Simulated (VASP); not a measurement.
Calculation: PBEsol GGA, VASP's PBE PAW potentials (set 64) (plane waves; VASP 6.6.1).

VASP input:

File KPOINTS:
```
Regular mesh
0
G
14 14 2
```

**INCAR**
```
SYSTEM = C
PREC = Accurate
ENCUT = 520
EDIFF = 1E-7
NELM = 100
ALGO = Normal
LREAL = .FALSE.
LASPH = .TRUE.
ISMEAR = -5
GGA = PS
LWAVE = .FALSE.
LCHARG = .TRUE.
LORBIT = 11
NEDOS = 601
ISIF = 2
```

File POSCAR:
```
C
2.4608860
  1.0000001519   0.0000000000   0.0000000000
 -0.5000000759   0.8660256653   0.0000000000
  0.0000000000   0.0000000000   8.1258529310
C
2
Cart
  0.5000005759   0.2886749331   0.0000000000
 -0.0000005000   0.5773507322   0.0000000000
```

POTCAR, in this order: C (PBE.64 set). Program: vasp_std.

Output

File OSZICAR:
```
       N       E                     dE             d eps       ncg     rms          rms(c)
DAV:   1     0.435080924690E+02    0.43508E+02   -0.32470E+03   832   0.720E+02
DAV:   2    -0.170338788928E+02   -0.60542E+02   -0.52728E+02  1120   0.123E+02
DAV:   3    -0.205375929018E+02   -0.35037E+01   -0.35037E+01  1040   0.449E+01
DAV:   4    -0.205633118830E+02   -0.25719E-01   -0.25719E-01  1224   0.401E+00
DAV:   5    -0.205634896451E+02   -0.17776E-03   -0.17776E-03  1144   0.225E-01    0.641E+00
DAV:   6    -0.196418629089E+02    0.92163E+00   -0.90031E-01   960   0.678E+00    0.373E+00
DAV:   7    -0.192907520492E+02    0.35111E+00   -0.11764E+00  1232   0.765E+00    0.902E-01
DAV:   8    -0.192853251942E+02    0.54269E-02   -0.14479E-02  1088   0.111E+00    0.123E-01
DAV:   9    -0.192845133995E+02    0.81179E-03   -0.55687E-04  1200   0.161E-01    0.849E-02
DAV:  10    -0.192824088002E+02    0.21046E-02   -0.49279E-03  1168   0.344E-01    0.650E-02
DAV:  11    -0.192831370440E+02   -0.72824E-03   -0.83989E-05   976   0.651E-02    0.576E-02
DAV:  12    -0.192836066611E+02   -0.46962E-03   -0.17888E-04   992   0.788E-02    0.248E-02
DAV:  13    -0.192842788186E+02   -0.67216E-03   -0.77265E-05   976   0.398E-02    0.109E-02
DAV:  14    -0.192844782481E+02   -0.19943E-03   -0.20120E-05  1040   0.216E-02    0.586E-03
DAV:  15    -0.192845695453E+02   -0.91297E-04   -0.10647E-05   936   0.130E-02    0.327E-03
DAV:  16    -0.192845737971E+02   -0.42519E-05   -0.20615E-07  1168   0.298E-03    0.506E-04
DAV:  17    -0.192845797689E+02   -0.59718E-05   -0.30957E-07   936   0.246E-03    0.661E-04
DAV:  18    -0.192845823950E+02   -0.26261E-05   -0.65323E-09  1040   0.515E-04    0.141E-04
DAV:  19    -0.192845836638E+02   -0.12688E-05   -0.61970E-09   928   0.363E-04    0.745E-05
DAV:  20    -0.192845841304E+02   -0.46662E-06   -0.38309E-09   960   0.259E-04    0.145E-05
DAV:  21    -0.192845841479E+02   -0.17492E-07   -0.49832E-11  1128   0.357E-05
   1 F= -.19284584E+02 E0= -.19284584E+02  d E =0.000000E+00
```

File OUTCAR:
```
------------------------ aborting loop because EDIFF is reached ----------------------------------------
  FORCE on cell =-STRESS in cart. coord.  units (eV):
  Direction    XX          YY          ZZ          XY          YZ          ZX
  --------------------------------------------------------------------------------------
  Total       -0.0036813     -0.0036813     -0.0104171     -0.0000000      0.0000000     -0.0000000
  in kB       -0.0562394     -0.0562394     -0.1591421     -0.0000000      0.0000000     -0.0000000
  external PRESSURE =      -0.0905403 kB  Pullay stress =       0.0000000 kB
  volume of cell :      104.88
      direct lattice vectors                 reciprocal lattice vectors
     2.460886374  0.000000000  0.000000000     0.406357648  0.234610663  0.000000000
    -1.230443187  2.131190435  0.000000000     0.000000000  0.469221325  0.000000000
     0.000000000  0.000000000 19.996797716     0.000000000  0.000000000  0.050008007
 POSITION                                       TOTAL-FORCE (eV/Angst)
 -----------------------------------------------------------------------------------
      1.23044      0.71040      0.00000         0.000000     -0.000000     -0.000000
     -0.00000      1.42079      0.00000        -0.000000      0.000000      0.000000
 -----------------------------------------------------------------------------------
    total drift:                                0.000000     -0.000000      0.000000
  FREE ENERGIE OF THE ION-ELECTRON SYSTEM (eV)
  ---------------------------------------------------
  free  energy   TOTEN  =       -19.2845841479 eV

  energy  without entropy=      -19.2845841479  energy(sigma->0) =      -19.28458415

 total charge

# of ion       s       p       d       tot
------------------------------------------
    1        0.860   1.788   0.000   2.648
    2        0.860   1.788   0.000   2.648
--------------------------------------------------
tot          1.719   3.577   0.000   5.296
```
(Selected blocks of OUTCAR.)

The cell holds a wide vacuum, so values per volume refer to the whole cell.

The cell is a sheet with vacuum, built from a database entry that may be metastable or hypothetical.
